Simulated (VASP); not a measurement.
# A VASP study of NaB2 (PBEsol): structure first, properties next, part 3 of 4

Aim: relax NaB2, then compute properties on the relaxed cell. The cell is invented: it takes the structure of COD entry 1509214, AgB2 (space group 191 there), with some of its atoms replaced by other elements, volume scaled by an estimate. It may not be a known or stable phase.

VASP 6.6.1, plane waves and PAW; the level of theory is named at each step.

Still holding for the runs below: This run has no spin polarisation. Its electron count is odd, so without a moment it is a metal by construction. The k-mesh is coarse for a metal.

So far. Step 3 (Full relaxation (PBEsol)): It ends with forces that vanish by symmetry and a pressure of 0.03 GPa. Step 4 (Second relaxation): It ends with forces that vanish by symmetry and a pressure of 0.00 GPa. The volume moved by only 0.06 %, so the volume is settled. The relaxed cell has a = 3.021, c = 4.280 Å (conventional setting).

**5. Density, ELF and potential (PBEsol)**

Level of this step: PBEsol; plane waves and PAW (Na_pv, B); invented cell (VASP).

A single point on the relaxed cell gives a clean self-consistent state, with density, ELF and potential written out.

Contents of INCAR:

```
SYSTEM = NaB2
PREC = Accurate
ENCUT = 420
EDIFF = 1E-06
NELM = 100
ISMEAR = 0
SIGMA = 0.05
LREAL = .FALSE.
ALGO = Normal
GGA = PS
NBANDS = 12
LORBIT = 11
LWAVE = .FALSE.
LCHARG = .TRUE.
ISIF = 2
LELF = .TRUE.
LVHAR = .TRUE.
```

Contents of POSCAR:

```
NaB2
1.0
    3.0212408131      0.0000000000      0.0000000000
   -1.5106204065      2.6164707569      0.0000000000
    0.0000000000      0.0000000000      4.2796505396
Na B
1 2
Direct
    0.0000000000      0.0000000000      0.0000000000
    0.3333333300      0.6666666700      0.5000000000
    0.6666666700      0.3333333300      0.5000000000
```

Contents of KPOINTS:

```
Automatic mesh
0
Gamma
9 9 5
0 0 0
```

Potentials, in the order of the species: Na_pv and B (PBE family, release 64).

Started as:

```sh
> mpirun -np 1 vasp_std
```

Output:

```text
[... set-up lines as in an earlier step ...]
 entering main loop
       N       E                     dE             d eps       ncg     rms          rms(c)
DAV:   1     0.505754855465E+02    0.50575E+02   -0.57674E+03   892   0.934E+02
DAV:   2    -0.131976244133E+02   -0.63773E+02   -0.60416E+02   904   0.240E+02
DAV:   3    -0.159679802620E+02   -0.27704E+01   -0.27101E+01  1108   0.490E+01
DAV:   4    -0.159997700940E+02   -0.31790E-01   -0.31719E-01   976   0.537E+00
DAV:   5    -0.160001059971E+02   -0.33590E-03   -0.33589E-03  1080   0.537E-01    0.524E+00
DAV:   6    -0.146423641015E+02    0.13577E+01   -0.10257E+00  1072   0.890E+00    0.208E+00
DAV:   7    -0.144813053603E+02    0.16106E+00   -0.45218E-01  1100   0.433E+00    0.688E-01
DAV:   8    -0.144788954262E+02    0.24099E-02   -0.21191E-02   944   0.157E+00    0.115E-01
DAV:   9    -0.144785097131E+02    0.38571E-03   -0.65198E-04  1240   0.339E-01    0.428E-02
DAV:  10    -0.144784799479E+02    0.29765E-04   -0.20722E-04  1236   0.225E-01    0.163E-02
DAV:  11    -0.144784803647E+02   -0.41682E-06   -0.15741E-05   996   0.408E-02    0.348E-03
DAV:  12    -0.144784802278E+02    0.13689E-06   -0.54521E-07   624   0.628E-03
   1 F= -.14478480E+02 E0= -.14478180E+02  d E =-.600997E-03
```

Elapsed: 17 s, on 1 MPI rank of AMD EPYC 7R43, shared host; peak memory 0.1 GiB.

Parts of OUTCAR (step 5):

```text
   ENCUT  =  420.0 eV  30.87 Ry    5.56 a.u.   5.05  5.05  7.15*2*pi/ulx,y,z

   NELECT =      13.0000    total number of electrons

 E-fermi :   2.8419

 k-point     1 :       0.0000    0.0000    0.0000
  band No.  band energies     occupation
      1     -20.1725      2.00000
      2     -20.1572      2.00000
      3     -20.1572      2.00000
      4      -7.7389      2.00000
      5       0.2138      2.00000
      6       4.4861      0.00000
      7       4.4861      0.00000
      8       4.8568      0.00000
      9      11.5160      0.00000
     10      11.5160      0.00000
    ...

  Total       -0.0050176     -0.0050176     -0.0191573     -0.0000000      0.0000000     -0.0000000
  in kB       -0.2376277     -0.2376276     -0.9072661     -0.0000000      0.0000000     -0.0000000
  external PRESSURE =      -0.4608405 kB  Pullay stress =       0.0000000 kB

 POSITION                                       TOTAL-FORCE (eV/Angst)
 -----------------------------------------------------------------------------------
      0.00000      0.00000      0.00000         0.000000      0.000000      0.000000
     -0.00000      1.74431      2.13983        -0.000000     -0.000000     -0.000000
      1.51062      0.87216      2.13983         0.000000     -0.000000      0.000000
 -----------------------------------------------------------------------------------
    total drift:                                0.000000      0.000000     -0.000000

  FREE ENERGIE OF THE ION-ELECTRON SYSTEM (eV)
  ---------------------------------------------------
  free  energy   TOTEN  =       -14.4784802278 eV

  energy  without entropy=      -14.4778792308  energy(sigma->0) =      -14.47817973

[... 6 parts as in an earlier step ...]

[... 10 further parts left out ...]
```

This step gave:

* SCF cycles: 12
* pressure: -0.04608 GPa

Valence electrons inside each PAW sphere by angular momentum. Sphere charges, by row:

| atom | s (e) | p (e) | d (e) | tot (e) |
| --- | --- | --- | --- | --- |
| Na1 | 0.083 | 6.018 | 0 | 6.101 |
| B2 | 0.728 | 1.133 | 0 | 1.861 |
| B3 | 0.728 | 1.133 | 0 | 1.861 |

ELF in the ab plane at fractional z = 0.500, with atoms of B within 0.2 Å of it. It is the smooth field of the valence electrons, not physical close to the nuclei.

Ten even steps from '0' (0.02) to '9' (0.93):
```
0124789999874210
1246778887764211
3466654456664322
6776310136776444
8875100157887667
9984000489987678
9984114899976679
9985358999853589
9976679998411489
9876789984000489
8766788751001578
6444677631013677
3223466654456664
1112467788877642
0012478999987421
0013689999986310
```
Columns run along a (3.0 Å), rows up along b (3.0 Å). Atoms in or near the plane, at fractional coordinates: B at (0.33, 0.67), B at (0.67, 0.33).

Valence density in the ab plane at fractional z = 0.500, with atoms of B within 0.2 Å of it. It is the smooth field of the valence electrons, not physical close to the nuclei.

Ten even steps from '_' (0.09 e/Å³) to '@' (0.88 e/Å³):
```
____..::--++%%@@@@%%++--::..____
__....--++##@@@@@@##++--....____
..::--++##%%%%%%%%##++--::......
::--++####**++**####++--::::..::
==++##%%**----**%%##++==--------
**%%@@%%++--++%%@@%%**++++++++++
%%@@@@%%****%%@@@@%%%%########%%
@@@@@@%%##%%@@@@@@@@@@%%##%%@@@@
%%%%########%%%%@@@@%%****%%@@@@
**++++++++++**%%@@%%++--++%%@@%%
==--------==++##%%**----**%%##++
::::..::::--++####**++**####++--
........::--++##%%%%%%%%##++--::
______....--++##@@@@@@##++--....
______..::--++%%@@@@%%++--::..__
______..::==**%%@@%%**==::..____
```
Columns run along a (3.0 Å), rows up along b (3.0 Å). Atoms in or near the plane, at fractional coordinates: B at (0.33, 0.67), B at (0.67, 0.33).

Electrostatic potential energy in the ab plane at fractional z = 0.500, with atoms of B within 0.2 Å of it. With pseudopotentials it is smooth inside the atoms' cores, unlike the true potential.

Ten even steps from '_' (-31 eV) to '@' (5 eV):
```
@@@@@@@@%%##**++++**##%%@@@@@@@@
@@@@@@%%##--..__..--##%%@@@@@@@@
@@@@%%**::__....__::**%%@@@@@@@@
@@%%##::__++@@++__::##%%@@@@@@@@
%%##--__++@@@@++__--##%%%%%%%%%%
##**....@@@@@@....**######**####
##++__..++++..__++##**--::::--**
##++..______..++##++..______..++
##**--::::--**##++__..++++..__++
######**######**....@@@@@@....**
%%%%%%%%%%%%##--__++@@@@++__--##
@@@@@@@@@@%%##::__++@@++__::##%%
@@@@@@@@@@%%**::__....__::**%%@@
@@@@@@@@@@%%##--..__..--##%%@@@@
@@@@@@@@@@%%##**++++**##%%@@@@@@
@@@@@@@@@@%%##########%%@@@@@@@@
```
Columns run along a (3.0 Å; values clipped at the 3rd and 97th percentile), rows up along b (3.0 Å). Atoms in or near the plane, at fractional coordinates: B at (0.33, 0.67), B at (0.67, 0.33).

In this run the pressure is -0.05 GPa, small enough to go on.

**6. Band structure (PBEsol)**

The mesh alone shows little of the dispersion and can miss band extrema, so KPOINTS_OPT adds a path through the symmetry points after the self-consistent cycle.

Contents of INCAR:

```
SYSTEM = NaB2
PREC = Accurate
ENCUT = 420
EDIFF = 1E-06
NELM = 100
ISMEAR = 0
SIGMA = 0.05
LREAL = .FALSE.
ALGO = Normal
GGA = PS
NBANDS = 19
LORBIT = 11
LWAVE = .FALSE.
LCHARG = .FALSE.
```

POSCAR is that of step 5.

KPOINTS is that of step 5.

Contents of KPOINTS_OPT:

```
Line mode
16
Line-mode
Reciprocal
  0.00000000   0.00000000   0.00000000 GAMMA
  0.50000000   0.00000000   0.00000000 M

  0.50000000   0.00000000   0.00000000 M
  0.33333333   0.33333333   0.00000000 K

  0.33333333   0.33333333   0.00000000 K
  0.00000000   0.00000000   0.00000000 GAMMA

  0.00000000   0.00000000   0.00000000 GAMMA
  0.00000000   0.00000000   0.50000000 A

  0.00000000   0.00000000   0.50000000 A
  0.50000000   0.00000000   0.50000000 L

  0.50000000   0.00000000   0.50000000 L
  0.33333333   0.33333333   0.50000000 H

  0.33333333   0.33333333   0.50000000 H
  0.00000000   0.00000000   0.50000000 A

  0.50000000   0.00000000   0.50000000 L
  0.50000000   0.00000000   0.00000000 M

  0.33333333   0.33333333   0.00000000 K
  0.33333333   0.33333333   0.50000000 H
```

Started as:

```sh
> mpirun -np 1 vasp_std
```

Output:

```text
[... set-up lines as in an earlier step ...]
 entering main loop
       N       E                     dE             d eps       ncg     rms          rms(c)
DAV:   1     0.696015996079E+02    0.69602E+02   -0.50135E+03  1411   0.600E+02
DAV:   2    -0.118667080403E+02   -0.81468E+02   -0.75180E+02  1607   0.209E+02
DAV:   3    -0.159684656540E+02   -0.41018E+01   -0.40677E+01  1640   0.421E+01
DAV:   4    -0.159999429470E+02   -0.31477E-01   -0.31463E-01  1580   0.364E+00
DAV:   5    -0.160001100136E+02   -0.16707E-03   -0.16706E-03  1540   0.279E-01    0.524E+00
DAV:   6    -0.146432209549E+02    0.13569E+01   -0.36413E-01  1671   0.562E+00    0.207E+00
DAV:   7    -0.144816628438E+02    0.16156E+00   -0.23187E-01  1735   0.282E+00    0.696E-01
DAV:   8    -0.144789009574E+02    0.27619E-02   -0.17725E-02  1484   0.103E+00    0.114E-01
DAV:   9    -0.144785063912E+02    0.39457E-03   -0.34990E-04  1757   0.221E-01    0.439E-02
DAV:  10    -0.144784800683E+02    0.26323E-04   -0.12369E-04  1845   0.133E-01    0.165E-02
DAV:  11    -0.144784803221E+02   -0.25383E-06   -0.98114E-06  1497   0.243E-02
   1 F= -.14478480E+02 E0= -.14478180E+02  d E =-.600997E-03
 Start KPOINTS_OPT (optional k-point list driver)
k-point batch [1-36\144]
       N       E                     dE             ncg
DAV:   1    -0.171756827934E+04   -0.15186E+05     1419
DAV:   2    -0.452607326006E+04   -0.28085E+04     1615
DAV:   3    -0.466996518382E+04   -0.14389E+03     1646
DAV:   4    -0.467103748318E+04   -0.10723E+01     1557
DAV:   5    -0.467104265609E+04   -0.51729E-02     1550
DAV:   6    -0.467104270682E+04   -0.50727E-04     1578
DAV:   7    -0.467104270743E+04   -0.60646E-06     1333
[...]
k-point batch [109-144\144]
       N       E                     dE             ncg
DAV:   1    -0.186245293563E+04   -0.18369E+05     1385
DAV:   2    -0.457201945362E+04   -0.27096E+04     1573
DAV:   3    -0.470106954686E+04   -0.12905E+03     1626
DAV:   4    -0.470198376879E+04   -0.91422E+00     1586
DAV:   5    -0.470198798431E+04   -0.42155E-02     1519
DAV:   6    -0.470198802582E+04   -0.41509E-04     1587
DAV:   7    -0.470198802631E+04   -0.48373E-06     1290
```

It took 55 s on 1 MPI rank; peak memory 0.11 GiB.

OUTCAR, selected parts (step 6):

```text
   k-points           NKPTS =     36   k-points in BZ     NKDIM =     36   number of bands    NBANDS=     19

   NELECT =      13.0000    total number of electrons

 E-fermi :   2.8418

 k-point     1 :       0.0000    0.0000    0.0000
  band No.  band energies     occupation
      1     -20.1730      2.00000
      2     -20.1577      2.00000
      3     -20.1577      2.00000
      4      -7.7393      2.00000
      5       0.2137      2.00000
      6       4.4853      0.00000
      7       4.4853      0.00000
      8       4.8569      0.00000
      9      11.5154      0.00000
     10      11.5154      0.00000
    ...

  Total       -0.0022412     -0.0022412     -0.0123848     -0.0000000      0.0000000      0.0000000
  in kB       -0.1061407     -0.1061407     -0.5865303     -0.0000000      0.0000000      0.0000000
  external PRESSURE =      -0.2662706 kB  Pullay stress =       0.0000000 kB

 POSITION                                       TOTAL-FORCE (eV/Angst)
 -----------------------------------------------------------------------------------
      0.00000      0.00000      0.00000         0.000000      0.000000      0.000000
     -0.00000      1.74431      2.13983         0.000000     -0.000000      0.000000
      1.51062      0.87216      2.13983        -0.000000      0.000000      0.000000
 -----------------------------------------------------------------------------------
    total drift:                               -0.000000      0.000000     -0.000000

  FREE ENERGIE OF THE ION-ELECTRON SYSTEM (eV)
  ---------------------------------------------------
  free  energy   TOTEN  =       -14.4784803221 eV

  energy  without entropy=      -14.4778793251  energy(sigma->0) =      -14.47817982

[... 8 parts as in an earlier step ...]

[... 8 further parts left out ...]
```

This step gave:

| Quantity | Value |
| --- | --- |
| SCF cycles | 11 |
| bands | 19 |
| pressure | -0.02663 GPa |

The electronic bands at the labelled points (eV, zero at the Fermi level; # counts the bands kept, so #1 is VASP's band 4):

| point | #1 | #2 | #3 | #4 | #5 | #6 | #7 |
| --- | --- | --- | --- | --- | --- | --- | --- |
| Γ | -10.58 | -2.63 | 1.64 | 1.64 | 2.01 | 8.67 | 8.67 |
| 0.53 of the way | -9.36 | -2.09 | -1.42 | 0.05 | 3.43 | 7.20 | 7.78 |
| M | -6.73 | -6.05 | -0.80 | 0.60 | 3.63 | 6.11 | 6.35 |
| 0.47 of the way | -6.46 | -5.78 | -2.13 | 0.96 | 3.42 | 6.34 | 7.17 |
| K | -5.51 | -5.51 | -4.11 | 2.25 | 2.25 | 7.16 | 7.16 |
| 0.47 of the way | -8.96 | -2.27 | -1.23 | -1.02 | 3.91 | 6.50 | 9.51 |
| Γ | -10.58 | -2.63 | 1.64 | 1.64 | 2.01 | 8.67 | 8.67 |
| 0.47 of the way | -10.40 | -3.68 | 1.67 | 1.67 | 3.90 | 8.66 | 8.66 |
| A | -10.15 | -4.64 | 1.70 | 1.70 | 6.88 | 8.63 | 8.63 |
| 0.47 of the way | -9.29 | -3.51 | -1.32 | 0.31 | 6.50 | 7.94 | 8.14 |
| L | -6.60 | -5.78 | -0.79 | -0.61 | 1.71 | 7.54 | 10.51 |
| 0.47 of the way | -6.33 | -5.54 | -2.06 | -0.27 | 1.72 | 9.05 | 9.30 |
| H | -5.38 | -5.38 | -3.90 | 0.94 | 0.94 | 7.34 | 11.78 |
| 0.47 of the way | -8.65 | -2.70 | -2.16 | -1.16 | 5.10 | 8.62 | 9.68 |
| A | -10.15 | -4.64 | 1.70 | 1.70 | 6.88 | 8.63 | 8.63 |
| jump to L | -6.60 | -5.78 | -0.79 | -0.61 | 1.71 | 7.54 | 10.51 |
| 0.53 of the way | -6.67 | -5.94 | -0.80 | -0.02 | 2.57 | 7.08 | 7.64 |
| M | -6.73 | -6.05 | -0.80 | 0.60 | 3.63 | 6.11 | 6.35 |
| jump to K | -5.51 | -5.51 | -4.11 | 2.25 | 2.25 | 7.16 | 7.16 |
| 0.47 of the way | -5.45 | -5.45 | -4.02 | 1.57 | 1.57 | 8.32 | 8.72 |
| H | -5.38 | -5.38 | -3.90 | 0.94 | 0.94 | 7.34 | 11.78 |

Of the projections kept (Na, B), the largest for each band there; the rest of the weight can lie on other orbitals:

| point | #1 | #2 | #3 | #4 | #5 | #6 | #7 |
| --- | --- | --- | --- | --- | --- | --- | --- |
| Γ | B 0.95 | B 0.89 | B 1.00 | B 1.00 | Na 0.71 | B 0.96 | B 0.96 |
| M | B 0.97 | B 0.97 | B 0.99 | B 1.00 | B 0.89 | Na 0.66 | B 0.90 |
| K | B 0.98 | B 0.98 | B 0.96 | B 1.00 | B 1.00 | Na 0.57 | Na 0.57 |
| Γ | B 0.95 | B 0.89 | B 1.00 | B 1.00 | Na 0.71 | B 0.96 | B 0.96 |
| A | B 0.96 | B 0.68 | B 1.00 | B 1.00 | B 0.64 | B 1.00 | B 1.00 |
| L | B 1.00 | B 0.97 | B 1.00 | B 0.80 | B 0.69 | B 0.96 | B 0.62 |

The electronic bands as a text plot (rows in eV, shown from -8.0 to 6.3 only):

```
    6.0 |       ***     *                          *
    5.4 |     **       *         *    *
    4.9 |     *                        *
    4.3 |      *       **       *                 *
    3.7 |    *  ***      *              *        *
    3.1 |   *      *  *   *    *                          **
    2.5 | **        **     *  *          *      *        *  *
    1.9 |*          **      *******       ***          **    **
    1.3 |**        *  *     **     **        ***      *        **
    0.7 | **    ***        *        **        **     *     *
    0.1 |  *** *       *  **          **     *      **    *
   -0.5 |     ***       *            *  *****   *  **   ****
   -1.1 |    *   *       **              * *
   -1.7 |   *     *     * *           * *        ***
   -2.3 |***             * ***         *    *    **
   -2.9 |    *     *   **     *       **        * **
   -3.5 |             *        *     *       * * *
   -4.1 |     *     ** *        **  *   *     * *   **      *****
   -4.7 |             *           **                  **
   -5.3 |      *   ***                   *  ****            *****
   -5.9 |       ******                    ** * *        ****
   -6.5 |       ***   *                   ***           ****
   -7.1 |                                *      *
   -7.7 |      *       *                         *
         Γ      M    K       Γ    A       L   H       A|L  M|K  H
```

There is no gap at this level.

Of the bands kept, 2 cross the Fermi level on this path.

[end of part 3 of 4]

[Lines on the potential files, build, host, timing and source positions are cut from VASP's logs without a mark.]

[Logs are printed without paths, hosts, clocks, repeated set-up lines and the standing remarks that a program may print on its own settings, such as how far it seeks lower states.]

[Hosts, paths, dates, database ids (printed as entryN), source tags and the programs' standing remarks are cut or masked in the printed files.]

[A measured line is paired with the nearest computed mode of its activity, which favours agreement.]
